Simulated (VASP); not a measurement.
Calculation: PBE GGA, VASP's PBE PAW potentials (set 64) (plane waves; VASP).

VASP input:

File KPOINTS:
```
K-points
0
G
  4 4 4
0 0 0
```

File POSCAR:
```
Be4STe3
1
    5.4850680732     0.0000000000     0.0000000000
    0.0000000000     5.4850680732     0.0000000000
    0.0000000000     0.0000000000     5.4850680732
Be Te S
4 3 1
Direct
  0.0186672817   0.9813327183   0.9813327183
  0.4813327183   0.5186672817   0.9813327183
  0.4813327183   0.9813327183   0.5186672817
  0.0186672817   0.5186672817   0.5186672817
  0.2500000000   0.2500000000   0.2500000000
  0.7500000000   0.7500000000   0.2500000000
  0.7500000000   0.2500000000   0.7500000000
  0.2500000000   0.7500000000   0.7500000000
```

**INCAR**
```
SYSTEM = Be4STe3
PREC = Accurate
ENCUT = 400
EDIFF = 1E-6
NELM = 100
ALGO = Normal
LREAL = .FALSE.
LASPH = .TRUE.
ISMEAR = 0
SIGMA = 0.05
GGA = PE
LMAXMIX = 4
LWAVE = .FALSE.
LCHARG = .FALSE.
IBRION = 2
ISIF = 3
NSW = 60
EDIFFG = -0.02
```

POTCAR, in this order: Be Te S (PBE.64 set). Program: vasp_std.

What will the output report for the number of irreducible k-points (NKPTS), largest plane-wave count, number of space-group operations, FFT grid (NGX, NGY, NGZ)?

| Property | Value |
|---|---|
| number of irreducible k-points (NKPTS) | 10 |
| largest plane-wave count | 3016 |
| number of space-group operations | 24 |
| FFT grid (NGX, NGY, NGZ) | 36 × 36 × 36 |

The structure was generated: Be4STe3 was put into an ordered model structure (P-43m), which need not be its known phase. This run relaxes it. Symmetry was kept, so distortions that lower it aren't found. The start is the result of an earlier pass.
